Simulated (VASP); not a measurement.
An input for Quantum ESPRESSO's pw.x (written as the equivalent of a VASP run, and not itself run):

```
&CONTROL
  calculation = 'scf'
  pseudo_dir = './pseudo'
  outdir = './out'
  tprnfor = .true.
  tstress = .true.
/
&SYSTEM
  ibrav = 0
  nat = 3
  ntyp = 2
  ecutwfc = 66
  occupations = 'smearing'
  smearing = 'fermi-dirac'
  degauss = 0.00735
  input_dft = 'pbesol'
/
&ELECTRONS
  conv_thr = 7.3e-08
  electron_maxstep = 100
/
ATOMIC_SPECIES
  Zr 91.224 Zr.upf
  S 32.060 S.upf
CELL_PARAMETERS angstrom
     3.5728920    0.0000000    0.0000000
    -1.7864460    3.0942150    0.0000000
     0.0000000    0.0000000   12.9100000
ATOMIC_POSITIONS crystal
  Zr   0.0000000  0.0000000  0.5000000
  S    0.3333330  0.6666670  0.6127030
  S    0.6666670  0.3333330  0.3872970
K_POINTS automatic
  6 6 1 0 0 0
```

Write the VASP files for the same calculation (PBEsol).

One answer among several that fit: 
INCAR:
```
SYSTEM = ZrS2
PREC = Accurate
ENCUT = 300
EDIFF = 1E-6
NELM = 100
ALGO = Normal
LREAL = .FALSE.
LASPH = .TRUE.
ISMEAR = -1
SIGMA = 0.1
GGA = PS
LMAXMIX = 4
LWAVE = .FALSE.
LCHARG = .FALSE.
ISIF = 2
```

**KPOINTS**
```
Automatic
0
G
 6 6 1
0 0 0
```

File POSCAR:
```
ZrS2
1
    3.5728920000     0.0000000000     0.0000000000
   -1.7864460000     3.0942150000     0.0000000000
    0.0000000000     0.0000000000    12.9100000000
Zr S
1 2
Direct
  0.0000000000   0.0000000000   0.5000000000
  0.3333330000   0.6666670000   0.6127030000
  0.6666670000   0.3333330000   0.3872970000
```

POTCAR, in this order: Zr_sv S (PBE.64 set). Program: vasp_std.

The two are equivalent in intent, not identical: the potentials are each code's own (VASP's PAW set, PseudoDojo norm-conserving files in pw.x), so ENCUT and ecutwfc are chosen apart and not converted; conv_thr bounds pw.x's estimated SCF error, while EDIFF bounds the energy change between steps.

The cell is a sheet with vacuum, built from a generated structure.
